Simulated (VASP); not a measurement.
Here is the system:

```
CELL_PARAMETERS angstrom
      2.86940     0.00000     0.00000
      0.00000     2.86940     0.00000
      0.00000     0.00000     2.86940
ATOMIC_POSITIONS crystal
  Zn 0.50000 0.50000 0.50000
  Cu 0.00000 0.00000 0.00000
```

Computed with LDA (Ceperley-Alder, Perdew-Zunger) with spin-orbit coupling, VASP's LDA PAW potentials (set 64) (plane waves; VASP). Numerical set-up: 400 eV cut-off, 11×11×11 Γ-centred mesh, Gaussian smearing of 0.050 eV, potentials Zn Cu.

Problem. Predict the energy per atom (σ→0), band gap (over mesh and band path) with the smallest direct gap where there is one.

Solution. 
band gap (over mesh and band path): none (metal, semimetal or under 0.01 eV)
energy per atom (σ→0): -3.407 eV/atom

The absolute energy has meaning only against runs of the same code, potentials and settings.

The compound is CuZn in the CsCl type structure. It was relaxed first, which changed the volume by -8 %.
